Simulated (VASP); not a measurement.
Runs of VASP 6.6.1 on NaCl. It takes space group Fm-3m (No. 225, cubic). The conventional cell has a = 5.620 Å, b = 5.620 Å, c = 5.620 Å, α = 90.00°, β = 90.00°, γ = 90.00°. Around Na (site symmetry m-3m) lie 6 Cl at 2.81 Å. Cl (site symmetry m-3m) is surrounded by 6 Na at 2.81 Å. 

```csv
task,cell,gap on the mesh (eV),pressure (GPa)
relaxation of the atoms,atoms relaxed from: a relaxed cell with its volume scaled by 1.04,4.91,-1.2
relaxation of cell and atoms,relaxed,5.07,-0.1
relaxation of the atoms,atoms relaxed,5.07,0.0
relaxation of the atoms,atoms relaxed from: a relaxed cell with its volume scaled by 0.96,(a),1.4
relaxation of the atoms,atoms relaxed from: a relaxed cell with its volume scaled by 1.06,4.83,-1.6
```

Alike in all rows: level LDA; potentials or basis VASP PAW LDA potentials, release 64 (Na_pv, Cl); no spin polarisation; k mesh 8 × 8 × 8; cutoff (eV) 600; smearing gaussian 0.03 eV.

Q: Estimate the missing entries.

A: (a) 5.26.

Caveats: the relaxation stopped at its first step, so nothing moved (some runs).

